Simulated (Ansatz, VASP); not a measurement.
**MgCdS4 in VASP and in Ansatz**

```
Mg Cd S
1.0
     4.05243    0.00000    0.00000
     0.00000    4.05243    0.00000
     0.00000    0.00000    7.41269
Mg Cd S
1 1 4
Direct
  0.50000 0.50000 0.50000
  0.00000 0.00000 0.00000
  0.50000 0.00000 0.74132
  0.00000 0.50000 0.25868
  0.50000 0.00000 0.25868
  0.00000 0.50000 0.74132
```

Change from the starting cell: species swapped into the Na4TeSe type (P4/mmm, No. 123).

Alike in both runs: functional PBE; k mesh 4 × 4 × 4; occupations gaussian, width 0.1 eV; no spin polarisation.

Ansatz relaxed the structure, and its values are those at the end. VASP's run is a single point on that final structure, the one shown.

```csv
,VASP,Ansatz
version,VASP 6.6.1,Ansatz 0.2.0
potentials or method,"VASP PAW PBE potentials, release 64 (Mg, Cd, S)","scalar-relativistic, plane waves, PAW"
plane-wave cutoff (eV),520,420
valence electrons in the cell,38,54
```

Ansatz gave:

| Item | Value |
| --- | --- |
| gap on the k mesh at the Fermi level (eV) | none |
| pressure (GPa) | 0.0 |
| rms of the force components (eV/Å) | 0.003 |

Task: Estimate VASP's values.

Result: gap on the k mesh at the Fermi level (eV): none; pressure (GPa): 0.1; rms of the force components (eV/Å): 0.013.

A gap of «none» marks a metal or a gap that the smearing closes. The two sets of potentials don't hold the same shells in valence.

Caveats: the k mesh is coarse (spacing up to 0.39 Å⁻¹), so the values aren't converged.
